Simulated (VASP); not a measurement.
VASP input:

File POSCAR:
```
CoTe
1.0
  3.8386742845   0.0000000000   0.0000000000
 -1.9193371422   3.3243898005   0.0000000000
  0.0000000000   0.0000000000   5.2250960786
Co Te
2 2
direct
  0.0000000000   0.0000000000   0.0000000000
  0.0000000000   0.0000000000   0.5000000000
  0.3333330000   0.6666670000   0.2500000000
  0.6666670000   0.3333330000   0.7500000000
```

### KPOINTS
```
K-points
0
Gamma
 8 8 6
```

**INCAR**
```
# general
SYSTEM   =  CoTe
PREC     =  Accurate
ENCUT    =  400   # plane-wave cut-off (eV)
LREAL    =  .FALSE.   # projection in real space or not
LASPH    =  .TRUE.   # aspherical one-centre terms

# electronic loop
EDIFF    =  1E-6   # SCF stop (eV)
NELM     =  100
ALGO     =  Normal   # blocked Davidson
LMAXMIX  =  4   # l cut-off of mixed one-centre charges

# smearing
ISMEAR   =  1   # Methfessel-Paxton
SIGMA    =  0.1

# functional
GGA      =  PS   # PBEsol

# spin
ISPIN    =  2   # spin-polarised
MAGMOM   =  2*3.0 2*0.0

# ions
IBRION   =  2   # conjugate gradients
NSW      =  60   # most ionic steps
ISIF     =  3
EDIFFG   =  -0.02

# output
LWAVE    =  .FALSE.
LCHARG   =  .FALSE.
LORBIT   =  10
```

POTCAR, in this order: Co Te (PBE.64 set). Program: vasp_std.

Problem. Write an equivalent input for Quantum ESPRESSO's pw.x.

Solution. One equivalent input (not run):
```
&CONTROL
  calculation = 'vc-relax'
  pseudo_dir = './pseudo'
  outdir = './out'
  tprnfor = .true.
  tstress = .true.
  nstep = 60
  forc_conv_thr = 0.00078
/
&SYSTEM
  ibrav = 0
  nat = 4
  ntyp = 2
  ecutwfc = 96
  occupations = 'smearing'
  smearing = 'methfessel-paxton'
  degauss = 0.00735
  input_dft = 'pbesol'
  nspin = 2
  starting_magnetization(1) = 0.3
/
&ELECTRONS
  conv_thr = 7.3e-08
  electron_maxstep = 100
/
&IONS
/
&CELL
/
ATOMIC_SPECIES
  Co 58.933 Co.upf
  Te 127.600 Te.upf
CELL_PARAMETERS angstrom
     3.8386743    0.0000000    0.0000000
    -1.9193371    3.3243898    0.0000000
     0.0000000    0.0000000    5.2250961
ATOMIC_POSITIONS crystal
  Co   0.0000000  0.0000000  0.0000000
  Co   0.0000000  0.0000000  0.5000000
  Te   0.3333330  0.6666670  0.2500000
  Te   0.6666670  0.3333330  0.7500000
K_POINTS automatic
  8 8 6 0 0 0
```
The two are equivalent in intent, not identical: the potentials are each code's own (VASP's PAW set, PseudoDojo norm-conserving files in pw.x), so ENCUT and ecutwfc are chosen apart and not converted; conv_thr bounds pw.x's estimated SCF error, while EDIFF bounds the energy change between steps; starting_magnetization is a fraction of the valence charge and MAGMOM a moment in μB, so they match only roughly; forc_conv_thr acts on force components and is met together with etot_conv_thr.

The structure was generated: CoTe was put into the NiAs type type (P6_3/mmc), which need not be its known phase. This run relaxes it. Symmetry was kept, so distortions that lower it aren't found. The start is the result of an earlier pass.
